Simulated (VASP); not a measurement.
The system is Li3C8.

```
CELL_PARAMETERS angstrom
4.91204 0.00000 0.00000
-2.45602 4.25395 0.00000
0.00000 0.00000 2.48095
ATOMIC_POSITIONS crystal
Li 0.50000 0.50000 0.50000
Li 0.00000 0.50000 0.50000
Li 0.50000 0.00000 0.50000
C 0.33333 0.66667 0.00000
C 0.33333 0.16667 0.00000
C 0.83333 0.66667 0.00000
C 0.83333 0.16667 0.00000
C 0.16667 0.83333 0.00000
C 0.16667 0.33333 0.00000
C 0.66667 0.83333 0.00000
C 0.66667 0.33333 0.00000
```

The cell was built by a generator and needn't be a form met in nature.

- Program: VASP 6.6.1
- Task: relaxation of cell and atoms
- Functional: PBE
- Potentials or basis: VASP PAW PBE potentials, release 64 (Li_sv, C)
- Cutoff: 600 eV
- k mesh: 6 × 6 × 8
- Occupations: gaussian, width 0.1 eV
- Spin: no spin polarisation

At the start: pressure 113.1 GPa; volume 4.71 Å³/atom.

How do energy, volume and symmetry change on relaxing?

Over 10 steps the energy falls by 807.3 meV/atom and the volume is 6.96 Å³/atom (+47.6 %); space group P6/mmm (No. 191, to 0.05 Å).

The path:
```csv
step,energy change (eV),largest force (eV/Å),pressure (GPa),volume (Å³)
1,0.0000,1.5036,113.06,51.84
2,-5.3684,1.3679,-31.37,80.74
3,-6.1327,1.2226,-8.16,70.77
4,-8.7521,0.2136,5.86,73.32
5,-8.7955,0.1925,10.25,73.70
6,-8.8024,0.1094,9.35,73.63
7,-8.8547,0.1285,-4.95,78.22
8,-8.8792,0.1207,-0.04,76.52
9,-8.8789,0.1422,0.04,76.54
10,-8.8801,0.0005,-0.01,76.53
```

Final structure:
```yaml
crystal:
  lattice:
    - [5.09638, 0.00000, 0.00000]
    - [-2.54819, 4.41360, 0.00000]
    - [0.00000, 0.00000, 3.40248]
  atoms:
    - { symbol: Li, position: [0.50000, 0.50000, 0.50000] }
    - { symbol: Li, position: [0.00000, 0.50000, 0.50000] }
    - { symbol: Li, position: [0.50000, 0.00000, 0.50000] }
    - { symbol: C, position: [0.33333, 0.66667, 0.00000] }
    - { symbol: C, position: [0.33130, 0.16565, 0.00000] }
    - { symbol: C, position: [0.83435, 0.66870, 0.00000] }
    - { symbol: C, position: [0.83435, 0.16565, 0.00000] }
    - { symbol: C, position: [0.16565, 0.83435, 0.00000] }
    - { symbol: C, position: [0.16565, 0.33130, 0.00000] }
    - { symbol: C, position: [0.66870, 0.83435, 0.00000] }
    - { symbol: C, position: [0.66667, 0.33333, 0.00000] }
```

Caveat: the cutoff is under 1.25 times the usual one of these potentials, so pressure, stress and relaxed cells hold a basis-set (Pulay) error; the volume moved by over 15 % at a fixed basis, so the end points are rough.
